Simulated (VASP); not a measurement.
```
CELL_PARAMETERS angstrom
      1.64996    -5.37402     0.00000
      1.64996     5.37402     0.00000
      0.00000     0.00000     4.44545
ATOMIC_POSITIONS crystal
  P  0.09548 0.90452 0.91145
  P  0.40452 0.59548 0.41145
  P  0.59548 0.40452 0.58855
  P  0.90452 0.09548 0.08855
```

Computed with r2SCAN meta-GGA, VASP's PBE PAW potentials (set 64) (plane waves; VASP 6.6.1). Run with 480 eV cut-off, 6×6×6 Γ-centred mesh, Gaussian smearing of 0.050 eV, potentials P.

### Question
Predict the energy per atom (σ→0), pressure, largest force.

### Answer

```yaml
energy per atom (σ→0): -8.969 eV/atom
pressure: 2.92 GPa
largest_force: 0.441 eV/Å
```

Total energies compare only between runs with the same potentials, cut-off and functional.

The compound is P in the black structure. This cell was strained or had an atom moved on purpose.
